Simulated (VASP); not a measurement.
A run of VASP 6.6.1:

Contents of INCAR:

```
ALGO = Normal ; EDIFF = 1E-7
ENCUT = 520 ; GGA = PE
ISIF = 2 ; ISMEAR = -1
LASPH = True ; LCHARG = False
LREAL = False ; LWAVE = False
NBANDS = 31 ; NELM = 100
PREC = Accurate ; SIGMA = 0.05
```

Contents of KPOINTS:

```
k-points
0
Gamma
  8 8 4
```

POSCAR

```
ZnCd2N2
1.0
    3.4006576366     -1.9714786562      0.0000000000
    3.4006576366      1.9714786562      0.0000000000
   -2.2745659112      0.0000000000      6.5310990563
Cd Zn N
2 1 2
Direct
    0.7249445000      0.7249445000      0.1725840000
    0.2750555000      0.2750555000      0.8274160000
    0.5000000000      0.5000000000      0.5000000000
    0.5948725000      0.5948725000      0.7843120000
    0.4051275000      0.4051275000      0.2156880000
```

Potentials or basis: VASP PAW PBE potentials, release 64 (Cd, Zn, N).

Run with:

```bash
$ cat potpaw_PBE.64/Cd/POTCAR potpaw_PBE.64/Zn/POTCAR potpaw_PBE.64/N/POTCAR > POTCAR
$ mpirun -np 1 vasp_std > vasp.out
```

Hardware: 1 thread of Intel(R) Xeon(R) Platinum 8488C (Sapphire Rapids), with other jobs on the host.

Question: Estimate the wall time of this run.

Answer: It took 4.4 min on 1 thread of Intel(R) Xeon(R) Platinum 8488C (Sapphire Rapids), on a shared host, peak memory 0.34 GiB. Counts: scf iterations 17, k points 78.
